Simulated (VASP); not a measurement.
Computed with PBE GGA, VASP's PBE PAW potentials (set 64) (plane waves; VASP).

The input files of a VASP run:

**KPOINTS**
```
Automatic mesh
0
Gamma
11 11 6
0 0 0
```

INCAR:
```
EDIFF  =  1E-6   ! SCF stop (eV)
PREC  =  Accurate
ALGO  =  Damped
ISIF  =  2
SIGMA  =  0.1
ENCUT  =  400
GGA  =  PE   ! PBE
LMAXMIX  =  6
ISMEAR  =  1   ! Methfessel-Paxton
SYSTEM  =  Lu
NELM  =  100
LCHARG  =  F
LREAL  =  F   ! projection in real space or not
LWAVE  =  F
LASPH  =  T   ! aspherical one-centre terms
```

POSCAR:
```
Lu
1.0
  1.7850000000  -3.0917110000   0.0000000000
  1.7850000000   3.0917110000   0.0000000000
  0.0000000000   0.0000000000   5.6610000000
Lu
2
Cartesian
  1.7850000000   1.0305723945   1.4152500000
  1.7850000000  -1.0305723945   4.2457500000
```

POTCAR, in this order: Lu_3 (PBE.64 set). Program: vasp_std.

Output

### OSZICAR
```
...
DMP:  12     0.172327161362E+03   -0.66757E+02   -0.14059E+04   832   0.391E+04  -0.104E+04
DMP:  13     0.174026957920E+03    0.16998E+01   -0.12146E+04   832   0.345E+04  -0.109E+04
DMP:  14     0.150488438053E+03   -0.23539E+02   -0.10889E+04   832   0.310E+04  -0.988E+03
DMP:  15     0.150818115131E+03    0.32968E+00   -0.10624E+04   832   0.305E+04  -0.104E+04
DMP:  16     0.137929557176E+03   -0.12889E+02   -0.88754E+03   832   0.261E+04  -0.103E+04
DMP:  17     0.106819493356E+03   -0.31110E+02   -0.67085E+03   832   0.201E+04  -0.873E+03
DMP:  18     0.913731700596E+02   -0.15446E+02   -0.55634E+03   832   0.168E+04  -0.764E+03
DMP:  19     0.834531388627E+02   -0.79200E+01   -0.47325E+03   832   0.146E+04  -0.717E+03
DMP:  20     0.682176018067E+02   -0.15236E+02   -0.36579E+03   832   0.115E+04  -0.629E+03
DMP:  21     0.499782235629E+02   -0.18239E+02   -0.26175E+03   832   0.847E+03  -0.505E+03
DMP:  22     0.363612773499E+02   -0.13617E+02   -0.18338E+03   832   0.610E+03  -0.396E+03
DMP:  23     0.229265122609E+02   -0.13435E+02   -0.11575E+03   832   0.399E+03  -0.287E+03
DMP:  24     0.106778162956E+02   -0.12249E+02   -0.61509E+02   832   0.223E+03  -0.180E+03
DMP:  25     0.842723076167E+00   -0.98351E+01   -0.24169E+02   832   0.940E+02  -0.880E+02
DMP:  26    -0.524159442138E+01   -0.60843E+01   -0.52578E+01   832   0.232E+02  -0.263E+02
DMP:  27    -0.750688421113E+01   -0.22653E+01   -0.50321E+00   832   0.180E+01  -0.143E+01
DMP:  28    -0.785118775330E+01   -0.34430E+00   -0.64716E+00   832   0.144E+01   0.474E+00
DMP:  29    -0.809708777084E+01   -0.24590E+00   -0.35626E+00   832   0.104E+01  -0.382E+00
DMP:  30    -0.832901777599E+01   -0.23193E+00   -0.11977E+00   832   0.196E+00   0.270E+00
DMP:  31    -0.842916842519E+01   -0.10015E+00   -0.11146E+00   832   0.202E+00   0.201E+00
DMP:  32    -0.851355001471E+01   -0.84382E-01   -0.66723E-01   832   0.112E+00   0.143E+00
DMP:  33    -0.857462839058E+01   -0.61078E-01   -0.53587E-01   832   0.811E-01   0.138E+00
DMP:  34    -0.862296347925E+01   -0.48335E-01   -0.44433E-01   832   0.700E-01   0.108E+00
DMP:  35    -0.866382565551E+01   -0.40862E-01   -0.36884E-01   832   0.566E-01   0.931E-01
DMP:  36    -0.869846179633E+01   -0.34636E-01   -0.31890E-01   832   0.488E-01   0.809E-01
DMP:  37    -0.872837371758E+01   -0.29912E-01   -0.27542E-01   832   0.422E-01   0.697E-01
DMP:  38    -0.875412194171E+01   -0.25748E-01   -0.23600E-01   832   0.362E-01   0.598E-01
DMP:  39    -0.877599449790E+01   -0.21873E-01   -0.20067E-01   832   0.310E-01   0.503E-01
DMP:  40    -0.879410031249E+01   -0.18106E-01   -0.17141E-01   832   0.275E-01   0.403E-01
DMP:  41    -0.880836956163E+01   -0.14269E-01   -0.15532E-01   832   0.280E-01   0.284E-01
DMP:  42    -0.881906733046E+01   -0.10698E-01   -0.15476E-01   832   0.331E-01   0.145E-01
DMP:  43    -0.882686619839E+01   -0.77989E-02   -0.16330E-01   832   0.408E-01   0.150E-03
DMP:  44    -0.883266280787E+01   -0.57966E-02   -0.16743E-01   832   0.465E-01  -0.120E-01
DMP:  45    -0.883757831250E+01   -0.49155E-02   -0.14701E-01   832   0.434E-01  -0.174E-01
DMP:  46    -0.884226776182E+01   -0.46894E-02   -0.10238E-01   832   0.307E-01  -0.134E-01
DMP:  47    -0.884645465710E+01   -0.41869E-02   -0.60171E-02   832   0.168E-01  -0.468E-02
DMP:  48    -0.884973708057E+01   -0.32824E-02   -0.36130E-02   832   0.851E-02   0.138E-02
DMP:  49    -0.885229811430E+01   -0.25610E-02   -0.24948E-02   832   0.480E-02   0.376E-02
DMP:  50    -0.885438290485E+01   -0.20848E-02   -0.20153E-02   832   0.344E-02   0.418E-02
DMP:  51    -0.885618801736E+01   -0.18051E-02   -0.17946E-02   832   0.297E-02   0.398E-02
DMP:  52    -0.885784830623E+01   -0.16603E-02   -0.16612E-02   832   0.270E-02   0.381E-02
DMP:  53    -0.885941319916E+01   -0.15649E-02   -0.15866E-02   832   0.257E-02   0.367E-02
DMP:  54    -0.886089059454E+01   -0.14774E-02   -0.15435E-02   832   0.255E-02   0.341E-02
DMP:  55    -0.886225540084E+01   -0.13648E-02   -0.15239E-02   832   0.268E-02   0.296E-02
DMP:  56    -0.886347927925E+01   -0.12239E-02   -0.15038E-02   832   0.288E-02   0.230E-02
DMP:  57    -0.886455467398E+01   -0.10754E-02   -0.14377E-02   832   0.298E-02   0.161E-02
DMP:  58    -0.886549249458E+01   -0.93782E-03   -0.13217E-02   832   0.289E-02   0.109E-02
DMP:  59    -0.886629594649E+01   -0.80345E-03   -0.12267E-02   832   0.280E-02   0.708E-03
DMP:  60    -0.886698457364E+01   -0.68863E-03   -0.11645E-02   832   0.277E-02   0.371E-03
DMP:  61    -0.886761935395E+01   -0.63478E-03   -0.10172E-02   832   0.244E-02   0.262E-03
DMP:  62    -0.886823837417E+01   -0.61902E-03   -0.81143E-03   832   0.182E-02   0.550E-03
DMP:  63    -0.886880623461E+01   -0.56786E-03   -0.71248E-03   832   0.147E-02   0.810E-03
DMP:  64    -0.886931241708E+01   -0.50618E-03   -0.67837E-03   832   0.141E-02   0.747E-03
DMP:  65    -0.886979294349E+01   -0.48053E-03   -0.57977E-03   832   0.118E-02   0.706E-03
DMP:  66    -0.887023266160E+01   -0.43972E-03   -0.48760E-03   832   0.934E-03   0.747E-03
DMP:  67    -0.887060652499E+01   -0.37386E-03   -0.46046E-03   832   0.903E-03   0.650E-03
DMP:  68    -0.887093107793E+01   -0.32455E-03   -0.44451E-03   832   0.932E-03   0.469E-03
DMP:  69    -0.887122810528E+01   -0.29703E-03   -0.39329E-03   832   0.840E-03   0.374E-03
DMP:  70    -0.887150937106E+01   -0.28127E-03   -0.31333E-03   832   0.623E-03   0.421E-03
DMP:  71    -0.887176820244E+01   -0.25883E-03   -0.25617E-03   832   0.445E-03   0.511E-03
DMP:  72    -0.887200206508E+01   -0.23386E-03   -0.23645E-03   832   0.390E-03   0.528E-03
DMP:  73    -0.887221802635E+01   -0.21596E-03   -0.22936E-03   832   0.387E-03   0.489E-03
DMP:  74    -0.887241717035E+01   -0.19914E-03   -0.22913E-03   832   0.412E-03   0.421E-03
DMP:  75    -0.887259736003E+01   -0.18019E-03   -0.23138E-03   832   0.453E-03   0.328E-03
DMP:  76    -0.887276300446E+01   -0.16564E-03   -0.21730E-03   832   0.448E-03   0.249E-03
DMP:  77    -0.887291815475E+01   -0.15515E-03   -0.18139E-03   832   0.365E-03   0.233E-03
DMP:  78    -0.887305995380E+01   -0.14180E-03   -0.14630E-03   832   0.268E-03   0.255E-03
DMP:  79    -0.887318443604E+01   -0.12448E-03   -0.12718E-03   832   0.220E-03   0.257E-03
DMP:  80    -0.887329683991E+01   -0.11240E-03   -0.11743E-03   832   0.201E-03   0.244E-03
DMP:  81    -0.887340126050E+01   -0.10442E-03   -0.11070E-03   832   0.189E-03   0.228E-03
DMP:  82    -0.887349865116E+01   -0.97391E-04   -0.10697E-03   832   0.187E-03   0.210E-03
DMP:  83    -0.887358841561E+01   -0.89764E-04   -0.11083E-03   832   0.208E-03   0.181E-03
DMP:  84    -0.887367015664E+01   -0.81741E-04   -0.12493E-03   832   0.262E-03   0.131E-03
DMP:  85    -0.887374569433E+01   -0.75538E-04   -0.13904E-03   832   0.323E-03   0.654E-04
DMP:  86    -0.887381929596E+01   -0.73602E-04   -0.13529E-03   832   0.331E-03   0.200E-04
DMP:  87    -0.887389058867E+01   -0.71293E-04   -0.11951E-03   832   0.292E-03   0.184E-04
DMP:  88    -0.887395250664E+01   -0.61918E-04   -0.12130E-03   832   0.299E-03   0.104E-04
DMP:  89    -0.887400151569E+01   -0.49009E-04   -0.14012E-03   832   0.372E-03  -0.581E-04
DMP:  90    -0.887404803387E+01   -0.46518E-04   -0.13715E-03   832   0.388E-03  -0.118E-03
DMP:  91    -0.887409833238E+01   -0.50299E-04   -0.10297E-03   832   0.292E-03  -0.914E-04
DMP:  92    -0.887414763790E+01   -0.49306E-04   -0.66511E-04   832   0.171E-03  -0.111E-04
DMP:  93    -0.887418891927E+01   -0.41281E-04   -0.52442E-04   832   0.116E-03   0.401E-04
DMP:  94    -0.887422292865E+01   -0.34009E-04   -0.51038E-04   832   0.113E-03   0.389E-04
DMP:  95    -0.887425619136E+01   -0.33263E-04   -0.43494E-04   832   0.940E-04   0.387E-04
DMP:  96    -0.887428900122E+01   -0.32810E-04   -0.35839E-04   832   0.685E-04   0.552E-04
DMP:  97    -0.887431869701E+01   -0.29696E-04   -0.34606E-04   832   0.640E-04   0.589E-04
DMP:  98    -0.887434579931E+01   -0.27102E-04   -0.35666E-04   832   0.705E-04   0.489E-04
DMP:  99    -0.887437109287E+01   -0.25294E-04   -0.36352E-04   832   0.766E-04   0.373E-04
DMP: 100    -0.887439500352E+01   -0.23911E-04   -0.35512E-04   832   0.779E-04   0.285E-04
   1 F= -.88743950E+01 E0= -.88749044E+01  d E =0.152830E-02
```

OUTCAR:
```
------------------------ aborting loop EDIFF was not reached (unconverged)  ----------------------------
  FORCE on cell =-STRESS in cart. coord.  units (eV):
  Direction    XX          YY          ZZ          XY          YZ          ZX
  --------------------------------------------------------------------------------------
  Total       -0.8888813     -0.8888814     -1.3000844      0.0000000     -0.0000000      0.0000000
  in kB      -22.7926103    -22.7926149    -33.3366439      0.0000000     -0.0000000      0.0000000
  external PRESSURE =     -26.3072897 kB  Pullay stress =       0.0000000 kB
  volume of cell :       62.48
      direct lattice vectors                 reciprocal lattice vectors
     1.785000000 -3.091711000  0.000000000     0.280112045 -0.161722748  0.000000000
     1.785000000  3.091711000  0.000000000     0.280112045  0.161722748  0.000000000
     0.000000000  0.000000000  5.661000000     0.000000000  0.000000000  0.176647235
 POSITION                                       TOTAL-FORCE (eV/Angst)
 -----------------------------------------------------------------------------------
      1.78500      1.03057      1.41525        -0.000000     -0.000000      0.000000
      1.78500     -1.03057      4.24575         0.000000      0.000000      0.000000
 -----------------------------------------------------------------------------------
    total drift:                                0.000000      0.000074     -0.000012
  FREE ENERGIE OF THE ION-ELECTRON SYSTEM (eV)
  ---------------------------------------------------
  free  energy   TOTEN  =        -8.8743950035 eV

  energy  without entropy=       -8.8759233020  energy(sigma->0) =       -8.87490444
```
(Selected blocks of OUTCAR.)

stdout:
```
...
DMP:  82    -0.887349865116E+01   -0.97391E-04   -0.10697E-03   832   0.187E-03   0.210E-03
DMP:  83    -0.887358841561E+01   -0.89764E-04   -0.11083E-03   832   0.208E-03   0.181E-03
DMP:  84    -0.887367015664E+01   -0.81741E-04   -0.12493E-03   832   0.262E-03   0.131E-03
DMP:  85    -0.887374569433E+01   -0.75538E-04   -0.13904E-03   832   0.323E-03   0.654E-04
DMP:  86    -0.887381929596E+01   -0.73602E-04   -0.13529E-03   832   0.331E-03   0.200E-04
DMP:  87    -0.887389058867E+01   -0.71293E-04   -0.11951E-03   832   0.292E-03   0.184E-04
DMP:  88    -0.887395250664E+01   -0.61918E-04   -0.12130E-03   832   0.299E-03   0.104E-04
DMP:  89    -0.887400151569E+01   -0.49009E-04   -0.14012E-03   832   0.372E-03  -0.581E-04
DMP:  90    -0.887404803387E+01   -0.46518E-04   -0.13715E-03   832   0.388E-03  -0.118E-03
DMP:  91    -0.887409833238E+01   -0.50299E-04   -0.10297E-03   832   0.292E-03  -0.914E-04
DMP:  92    -0.887414763790E+01   -0.49306E-04   -0.66511E-04   832   0.171E-03  -0.111E-04
DMP:  93    -0.887418891927E+01   -0.41281E-04   -0.52442E-04   832   0.116E-03   0.401E-04
DMP:  94    -0.887422292865E+01   -0.34009E-04   -0.51038E-04   832   0.113E-03   0.389E-04
DMP:  95    -0.887425619136E+01   -0.33263E-04   -0.43494E-04   832   0.940E-04   0.387E-04
DMP:  96    -0.887428900122E+01   -0.32810E-04   -0.35839E-04   832   0.685E-04   0.552E-04
DMP:  97    -0.887431869701E+01   -0.29696E-04   -0.34606E-04   832   0.640E-04   0.589E-04
DMP:  98    -0.887434579931E+01   -0.27102E-04   -0.35666E-04   832   0.705E-04   0.489E-04
DMP:  99    -0.887437109287E+01   -0.25294E-04   -0.36352E-04   832   0.766E-04   0.373E-04
DMP: 100    -0.887439500352E+01   -0.23911E-04   -0.35512E-04   832   0.779E-04   0.285E-04
 final diagonalization occupied

 -----------------------------------------------------------------------------
|                                                                             |
|           W    W    AA    RRRRR   N    N  II  N    N   GGGG   !!!           |
|           W    W   A  A   R    R  NN   N  II  NN   N  G    G  !!!           |
|           W    W  A    A  R    R  N N  N  II  N N  N  G       !!!           |
|           W WW W  AAAAAA  RRRRR   N  N N  II  N  N N  G  GGG   !            |
|           WW  WW  A    A  R   R   N   NN  II  N   NN  G    G                |
|           W    W  A    A  R    R  N    N  II  N    N   GGGG   !!!           |
|                                                                             |
|     The electronic self-consistency was not achieved in the given           |
|     number of steps (NELM). The forces and other quantities evaluated       |
|     might not be reliable so examine the results carefully. If you find     |
|     spurious results, we suggest increasing NELM, if you were close to      |
|     convergence or switching to a different ALGO or adjusting the           |
|     density mixing parameters otherwise.                                    |
|                                                                             |
 -----------------------------------------------------------------------------

   1 F= -.88743950E+01 E0= -.88749044E+01  d E =0.152830E-02
```

The run did not converge; its last values are not results.

The compound is Lu in the hcp structure. The cell was not relaxed at this level. The run is one of a series of settings (ALGO = Damped against the base run), some of them coarse on purpose.
